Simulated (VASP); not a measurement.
Given:

```
Sb
1.0
    3.97427    -2.12587     0.00000
    3.97427     2.12587     0.00000
    2.79573     0.00000     3.47100
Sb
2
Cartesian
  2.50878   0.00000   0.81048
  8.28300   0.00000   2.66052
```

All values below come from PBE GGA, VASP's PBE PAW potentials (set 64) (plane waves; VASP). Numerical set-up: 520 eV cut-off, 9×9×10 Γ-centred mesh, first-order Methfessel-Paxton smearing of 0.10 eV, potentials Sb_GW.

Task: Which forces act on the atoms, in eV/Å?

Result: 
| atom | Fx | Fy | Fz |
|---|---|---|---|
| Sb1 | 0.601 | 0.000 | 0.226 |
| Sb2 | -0.601 | 0.000 | -0.226 |

Task: Give the stress tensor in GPa (positive for a compressed cell).

Result: 
```
4.29  0.00  0.19
0.00  6.38  0.00
0.19  0.00  5.98
```
The pressure is its mean diagonal, 5.55 GPa.

The compound is Sb in the a7 structure. The cell was not relaxed at this level. The run is one of a series of settings (ENCUT = 520, POTCAR Sb_GW (PBE.64 set) against the base run), some of them coarse on purpose.
